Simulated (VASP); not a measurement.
# RuSe (Fm-3m) in VASP: further runs

The runs below take RuSe through single point, with r2SCAN+U.

Program: VASP 6.6.1. These are calculated values, not measurements. Logs are shortened: lines on timing, memory, paths and dates and some standing lists are left out, and cuts for length are marked.

## Step 1: The structure

It takes space group Fm-3m (No. 225, cubic). The conventional cell has a = 5.355 Å, b = 5.355 Å, c = 5.355 Å, α = 90.00°, β = 90.00°, γ = 90.00°. Around Ru (site symmetry m-3m) lie 6 Se at 2.68 Å. Around Se (site symmetry m-3m) lie 6 Ru at 2.68 Å.

The cell comes from a database or a generator and needn't be the stable form of this composition.

## Step 2: Single point, r2SCAN+U, collinear spin, ferromagnetic start

INCAR reads:

```
SYSTEM = RuSe
PREC = Accurate ; ENCUT = 520
EDIFF = 1E-6 ; ISMEAR = 0
SIGMA = 0.05 ; LREAL = .False.
LASPH = .True. ; NELM = 80
ALGO = Normal ; ISIF = 2
LWAVE = .False. ; LCHARG = .False.
ISPIN = 2 ; MAGMOM = 1 0
LORBIT = 11 ; LMAXMIX = 4
LDAU = .True. ; LDAUTYPE = 2
LDAUL = 2 -1 ; LDAUU = 3 0
LDAUJ = 0 0 ; LDAUPRINT = 1
METAGGA = R2SCAN ; LMIXTAU = .True.
NBANDS = 21
```

KPOINTS reads:

```
regular mesh
0
Gamma
  6 6 6
  0 0 0
```

POSCAR reads:

```
RuSe
1.0
    0.0000000000      2.6776164100      2.6776164100
    2.6776164100      0.0000000000      2.6776164100
    2.6776164100      2.6776164100      0.0000000000
Ru Se
1 1
Direct
    0.5000000000      0.5000000000      0.5000000000
    0.0000000000      0.0000000000      0.0000000000
```

Potentials or basis: VASP PAW PBE potentials, release 64 (Ru_pv, Se).

On the command line:

```console
$ cat potpaw_PBE.64/Ru_pv/POTCAR potpaw_PBE.64/Se/POTCAR > POTCAR
$ mpirun -np 1 vasp_std > vasp.out
```

OUTCAR:

```text
SYSTEM = RuSe
   PREC = Accurate
   ENCUT = 520
   EDIFF = 1E-6
   ISMEAR = 0
   LREAL = .False.
   LASPH = .True.
   NELM = 80
   ISIF = 2
   ISPIN = 2
   LORBIT = 11
   METAGGA = R2SCAN

 ion  position               nearest neighbor table
   1  0.500  0.500  0.500-   2 2.68   2 2.68   2 2.68   2 2.68   2 2.68   2 2.68
   2  0.000  0.000  0.000-   1 2.68   1 2.68   1 2.68   1 2.68   1 2.68   1 2.68

  LATTYP: Found a face centered cubic cell.
 ALAT       =     5.3552328200

  Lattice vectors:

 A1 = (   0.0000000000,   2.6776164100,   2.6776164100)
 A2 = (   2.6776164100,   0.0000000000,   2.6776164100)
 A3 = (   2.6776164100,   2.6776164100,   0.0000000000)

Analysis of symmetry for initial positions (statically):
=====================================================================
 Subroutine PRICEL returns:
 Original cell was already a primitive cell.

 Routine SETGRP: Setting up the symmetry group for a
 face centered cubic supercell.

 Subroutine GETGRP returns: Found 48 space group operations
 (whereof 48 operations were pure point group operations)
 out of a pool of 48 trial point group operations.

The static configuration has the point symmetry O_h .

Analysis of symmetry for dynamics (positions and initial velocities):
=====================================================================
 Subroutine PRICEL returns:
 Original cell was already a primitive cell.

 Routine SETGRP: Setting up the symmetry group for a
 face centered cubic supercell.

 Subroutine GETGRP returns: Found 48 space group operations
 (whereof 48 operations were pure point group operations)
 out of a pool of 48 trial point group operations.

The dynamic configuration has the point symmetry O_h .

Analysis of structural, dynamic, and magnetic symmetry:
=====================================================================
 Subroutine PRICEL returns:
 Original cell was already a primitive cell.

 Routine SETGRP: Setting up the symmetry group for a
 face centered cubic supercell.

 Subroutine GETGRP returns: Found 48 space group operations
 (whereof 48 operations were pure point group operations)
 out of a pool of 48 trial point group operations.

The overall configuration has the point symmetry O_h .

 Subroutine INISYM returns: Found 48 space group operations
 (whereof 48 operations are pure point group operations),
 and found     1 'primitive' translations

----------------------------------------------------------------------------------------

                                     Primitive cell

  volume of cell :      38.3950

  direct lattice vectors                    reciprocal lattice vectors
     0.000000000  2.677616410  2.677616410    -0.186733245  0.186733245  0.186733245
     2.677616410  0.000000000  2.677616410     0.186733245 -0.186733245  0.186733245
     2.677616410  2.677616410  0.000000000     0.186733245  0.186733245 -0.186733245

  length of vectors
     3.786721442  3.786721442  3.786721442     0.323431467  0.323431467  0.323431467

  position of ions in fractional coordinates (direct lattice)
     0.500000000  0.500000000  0.500000000
     0.000000000  0.000000000  0.000000000

  ion indices of the primitive-cell ions
   primitive index   ion index
                 1           1
                 2           2

----------------------------------------------------------------------------------------

 KPOINTS: regular mesh

Automatic generation of k-mesh.
 Grid dimensions read from file:
 generate k-points for:    6    6    6

 Generating k-lattice:

  Cartesian coordinates                     Fractional coordinates (reciprocal lattice)
    -0.031122207  0.031122207  0.031122207     0.166666667  0.000000000  0.000000000
     0.031122207 -0.031122207  0.031122207     0.000000000  0.166666667  0.000000000
     0.031122207  0.031122207 -0.031122207     0.000000000  0.000000000  0.166666667

  Length of vectors
     0.053905245  0.053905245  0.053905245

  Shift w.r.t. Gamma in fractional coordinates (k-lattice)
     0.000000000  0.000000000  0.000000000

 Subroutine IBZKPT returns following result:
 ===========================================

 Found     16 irreducible k-points:

 Following reciprocal coordinates:
            Coordinates               Weight
  0.000000  0.000000  0.000000      1.000000
  0.166667  0.000000  0.000000      8.000000
  0.333333  0.000000  0.000000      8.000000
  0.500000  0.000000  0.000000      4.000000
  0.166667  0.166667  0.000000      6.000000
  0.333333  0.166667  0.000000     24.000000
[... 8 lines left out ...]
 -0.333333  0.333333  0.166667     24.000000
 -0.333333  0.500000  0.166667     12.000000
   k-points           NKPTS =     16   k-points in BZ     NKDIM =     16   number of bands    NBANDS=     21
   number of dos      NEDOS =    301   number of ions     NIONS =      2
   total plane-waves  NPLWV =  21952
   dimension x,y,z NGX =    28 NGY =   28 NGZ =   28
   dimension x,y,z NGXF=    56 NGYF=   56 NGZF=   56
   ions per type =               1   1
   NGX,Y,Z   is equivalent  to a cutoff of  12.29, 12.29, 12.29 a.u.
   NGXF,Y,Z  is equivalent  to a cutoff of  24.59, 24.59, 24.59 a.u.
 SYSTEM =  RuSe
   PREC   = accura    normal or accurate (medium, high low for compatibility)
   ISTART =      0    job   : 0-new  1-cont  2-samecut
   ICHARG =      2    charge: 1-file 2-atom 10-const
   ISPIN  =      2    spin polarized calculation?
   LNONCOLLINEAR =      F non collinear calculations
   LSORBIT =      F    spin-orbit coupling
   LASPH  =      T    aspherical Exc in radial PAW
   ENCUT  =  520.0 eV  38.22 Ry    6.18 a.u.   7.04  7.04  7.04*2*pi/ulx,y,z
   NELM   =     80;   NELMIN=  2; NELMDL= -5     # of ELM steps
   EDIFF  = 0.1E-05   stopping-criterion for ELM
   LREAL  =      F    real-space projection
   EDIFFG = 0.1E-04   stopping-criterion for IOM
   NSW    =      0    number of steps for IOM
   IBRION =     -1    ionic relax: 0-MD 1-quasi-New 2-CG
   NFREE  =      0    steps in history (QN), initial steepest desc. (CG)
   ISIF   =      2    stress and relaxation
   ISYM   =      2    0-nonsym 1-usesym 2-fastsym
   POTIM  = 0.5000    time-step for ionic-motion
   TEBEG  =    0.0;   TEEND  =   0.0 temperature during run
   PSTRESS=    0.0 pullay stress
   NELECT =      20.0000    total number of electrons
   NUPDOWN=      -1.0000    fix difference up-down
   EMIN   =  10.00;   EMAX   =-10.00  energy-range for DOS
   EFERMI =   0.00;   METHOD = LEGACY
   ISMEAR =     0;   SIGMA  =   0.05  broadening in eV -4-tet -1-fermi 0-gaus
   EFERMI_NEDOS =   21; number of points for ismear=-14 and -15
   IALGO  =     38    algorithm
   IMIX   =      4    mixing-type and parameters
     AMIX     =   0.40;   BMIX     =  1.00
     AMIX_MAG =   1.60;   BMIX_MAG =  1.00
  volume/ion in A,a.u.               =      19.20       129.55
  Fermi-wavevector in a.u.,A,eV,Ry     =   1.317225  2.489193 23.607202  1.735080
  Thomas-Fermi vector in A             =   2.447281
   LORBIT       =     11    0 simple, 1 ext, 2 COOP (PROOUT), +10 PAW based schemes
 LDA+U is selected, type is set to LDAUTYPE =  2
   angular momentum for each species LDAUL =     2   -1
   U (eV)           for each species LDAUU =   3.0  0.0
   J (eV)           for each species LDAUJ =   0.0  0.0
   METAGGA = R2SCAN    functional components
   LHFCALC =     F    Hartree Fock is set to
   AEXX    =    0.0000 exact exchange contribution
   IVDW    =     0    specifies the selected vdW correction
   LEPSILON=     F    determine dielectric tensor
   LRPA    =     F    only Hartree local field effects (RPA)
 spin polarized calculation
 Gauss-broadening in eV      SIGMA  =   0.05
  energy-cutoff  :      520.00
  volume of cell :       38.40
 maximum number of plane-waves:      1056
   NGX = 15   NGY = 15   NGZ = 15

 number of electron      19.9999999 magnetization       1.3728698

 Free energy of the ion-electron system (eV)
  ---------------------------------------------------
  ext. energy  EPLUGINS =         0.00000000
  ---------------------------------------------------
  free energy    TOTEN  =       -40.96691650 eV

  energy without entropy =      -40.96391598  energy(sigma->0) =      -40.96541624

atom =   1  type =  1  l = 2

 onsite density matrix

spin component  1

  0.8812 -0.0000  0.0000  0.0000 -0.0000
 -0.0000  0.8812 -0.0000  0.0000  0.0000
  0.0000 -0.0000  0.7609 -0.0000  0.0000
  0.0000  0.0000 -0.0000  0.8812 -0.0000
 -0.0000  0.0000  0.0000 -0.0000  0.7609

spin component  2

  0.4986  0.0000  0.0000  0.0000 -0.0000
  0.0000  0.4986  0.0000  0.0000 -0.0000
  0.0000  0.0000  0.1809 -0.0000 -0.0000
  0.0000  0.0000 -0.0000  0.4986  0.0000
 -0.0000 -0.0000 -0.0000  0.0000  0.1809

 occupancies and eigenvectors

  o =  0.1809  v =  0.0000  0.0000  0.0000  0.0000  0.0000  0.0000  0.0000  0.1411 -0.0000  0.9900      0.0000  0.0000  0.0000  0.0000  0.0000  0.0000  0.0000  0.0000  0.0000  0.0000
  o =  0.1809  v =  0.0000  0.0000  0.0000  0.0000  0.0000  0.0000  0.0000  0.9900  0.0000 -0.1411      0.0000  0.0000  0.0000  0.0000  0.0000  0.0000  0.0000  0.0000  0.0000  0.0000
  o =  0.4986  v =  0.0000  0.0000  0.0000  0.0000  0.0000  0.0000  0.9951 -0.0000  0.0990 -0.0000      0.0000  0.0000  0.0000  0.0000  0.0000  0.0000  0.0000  0.0000  0.0000  0.0000
  o =  0.4986  v =  0.0000  0.0000  0.0000  0.0000  0.0000  1.0000  0.0000  0.0000  0.0000  0.0000      0.0000  0.0000  0.0000  0.0000  0.0000  0.0000  0.0000  0.0000  0.0000  0.0000
  o =  0.4986  v =  0.0000  0.0000  0.0000  0.0000  0.0000  0.0000 -0.0990 -0.0000  0.9951  0.0000      0.0000  0.0000  0.0000  0.0000  0.0000  0.0000  0.0000  0.0000  0.0000  0.0000
  o =  0.7609  v =  0.0000 -0.0000 -0.0609  0.0000 -0.9981  0.0000  0.0000  0.0000  0.0000  0.0000      0.0000  0.0000  0.0000  0.0000  0.0000  0.0000  0.0000  0.0000  0.0000  0.0000
  o =  0.7609  v =  0.0000  0.0000 -0.9981 -0.0000  0.0609  0.0000  0.0000  0.0000  0.0000  0.0000      0.0000  0.0000  0.0000  0.0000  0.0000  0.0000  0.0000  0.0000  0.0000  0.0000
  o =  0.8812  v =  0.0000  0.6244  0.0000 -0.7811 -0.0000  0.0000  0.0000  0.0000  0.0000  0.0000      0.0000  0.0000  0.0000  0.0000  0.0000  0.0000  0.0000  0.0000  0.0000  0.0000
  o =  0.8812  v =  1.0000  0.0000  0.0000  0.0000  0.0000  0.0000  0.0000  0.0000  0.0000  0.0000      0.0000  0.0000  0.0000  0.0000  0.0000  0.0000  0.0000  0.0000  0.0000  0.0000
  o =  0.8812  v =  0.0000 -0.7811 -0.0000 -0.6244  0.0000  0.0000  0.0000  0.0000  0.0000  0.0000      0.0000  0.0000  0.0000  0.0000  0.0000  0.0000  0.0000  0.0000  0.0000  0.0000

 number of electron      19.9999999 magnetization       2.4448043

 Free energy of the ion-electron system (eV)
  ---------------------------------------------------
  ext. energy  EPLUGINS =         0.00000000
  ---------------------------------------------------
  free energy    TOTEN  =       -35.91787026 eV

  energy without entropy =      -35.91449685  energy(sigma->0) =      -35.91618355

 E-fermi :   7.2232     XC(G=0): -11.8467

 val. band max:        7.1979153667   @ k =  -0.3333   0.1667   0.0000
 cond. band min:       7.2358584910   @ k =  -0.3333   0.5000   0.1667
 fundamental gap:      0.0379431242
 Fermi energy:         7.2232007975

 spin component 1

 k-point     1 :       0.0000    0.0000    0.0000
  band No.  band energies     occupation
      1     -37.9637      1.00000
      2     -37.9637      1.00000
      3     -37.9637      1.00000
      4      -8.1228      1.00000
      5       3.1550      1.00000
      6       3.1550      1.00000
[... 373 lines left out ...]
     20      22.9899      0.00000
     21      25.3955      0.00000
 Fermi energy:         7.2232007975

 spin component 2

 k-point     1 :       0.0000    0.0000    0.0000
  band No.  band energies     occupation
      1     -35.5674      1.00000
      2     -35.5674      1.00000
      3     -35.5673      1.00000
      4      -8.1193      1.00000
      5       5.6370      1.00000
      6       5.6371      1.00000
[... 373 lines left out ...]
     20      22.9118      0.00000
     21      26.1517      0.00000

------------------------ aborting loop because EDIFF is reached ----------------------------------------

  FORCE on cell =-STRESS in cart. coord.  units (eV):
  Direction    XX          YY          ZZ          XY          YZ          ZX
  --------------------------------------------------------------------------------------
  -------------------------------------------------------------------------------------
  Total       -0.5333260     -0.5333260     -0.5333260     -0.0000000      0.0000000      0.0000000
  in kB      -22.2550342    -22.2550342    -22.2550342     -0.0000000      0.0000000      0.0000000
  external PRESSURE =     -22.2550342 kB  Pullay stress =       0.0000000 kB

 VOLUME and BASIS-vectors are now :
 -----------------------------------------------------------------------------
  energy-cutoff  :      520.00
  volume of cell :       38.40
      direct lattice vectors                 reciprocal lattice vectors
     0.000000000  2.677616410  2.677616410    -0.186733245  0.186733245  0.186733245
     2.677616410  0.000000000  2.677616410     0.186733245 -0.186733245  0.186733245
     2.677616410  2.677616410  0.000000000     0.186733245  0.186733245 -0.186733245

 POSITION                                       TOTAL-FORCE (eV/Angst)
 -----------------------------------------------------------------------------------
      2.67762      2.67762      2.67762        -0.000000     -0.000000      0.000000
      0.00000      0.00000      0.00000         0.000000      0.000000      0.000000
 -----------------------------------------------------------------------------------
    total drift:                                0.000000      0.000000      0.000000

  FREE ENERGIE OF THE ION-ELECTRON SYSTEM (eV)
  ---------------------------------------------------
  free  energy   TOTEN  =       -35.9178702609 eV

  energy  without entropy=      -35.9144968489  energy(sigma->0) =      -35.91618355

 total charge

# of ion       s       p       d       tot
------------------------------------------
    1        0.233   6.129   5.982  12.343
    2        1.450   2.386   0.064   3.900
--------------------------------------------------
tot          1.682   8.514   6.046  16.242

 magnetization (x)

# of ion       s       p       d       tot
------------------------------------------
    1        0.043   0.027   2.299   2.370
    2        0.028  -0.042   0.012  -0.002
--------------------------------------------------
tot          0.071  -0.014   2.311   2.368
```

Wall time 86 s (1 thread of Intel Xeon Platinum 8488C (Sapphire Rapids), shared host); peak memory 0.19 GiB.

What came out:

```yaml
Free_energy: -35.9179 eV
Pressure: -2.2 GPa
Band_gap_on_the_k_mesh: none (metal or under the smearing width)
Net_moment: 2.44 μB per cell
Site_moments: Ru +2.37; Se -0.00 μB
Valence_electrons_inside_the_program's_atomic_spheres: Ru 12.34; Se 3.90
```

Levels at points of the mesh, in eV from the Fermi level:
Spin up:
| k point | band 9 | band 10 | band 11 | band 12 | band 13 | band 14 |
| --- | --- | --- | --- | --- | --- | --- |
| (0.00, 0.00, 0.00) | -3.93 | -1.62 | -1.62 | -1.62 | 2.76 | 7.98 |
| (0.50, 0.00, 0.00) | -3.24 | -2.39 | 2.06 | 2.06 | 3.64 | 6.72 |
| (0.50, 0.50, 0.00) | -3.20 | -2.98 | -2.98 | -2.00 | 1.95 | 7.75 |
Spin down:
```tsv
k point	band 5	band 6	band 7	band 8	band 9	band 10	band 11	band 12	band 13	band 14
(0.00, 0.00, 0.00)	-1.59	-1.59	-1.59	-1.43	-1.43	-1.43	0.07	0.07	3.39	10.21
(0.50, 0.00, 0.00)	-6.86	-4.12	-4.12	-0.11	-0.11	0.30	3.82	4.68	4.68	7.12
(0.50, 0.50, 0.00)	-5.57	-3.17	-3.17	-2.51	0.13	0.13	0.71	2.12	3.07	8.78
```

Eigenvalues of the final occupation matrices:
```tsv
site	spin	trace	eigenvalues
site 1 d	1	4.17	0.76 0.76 0.88 0.88 0.88
site 1 d	2	1.86	0.18 0.18 0.50 0.50 0.50
```

Caveat: the PAW data sets were made with another functional, which shifts forces and pressure a little.

(Part 1 of 2 ends here.)
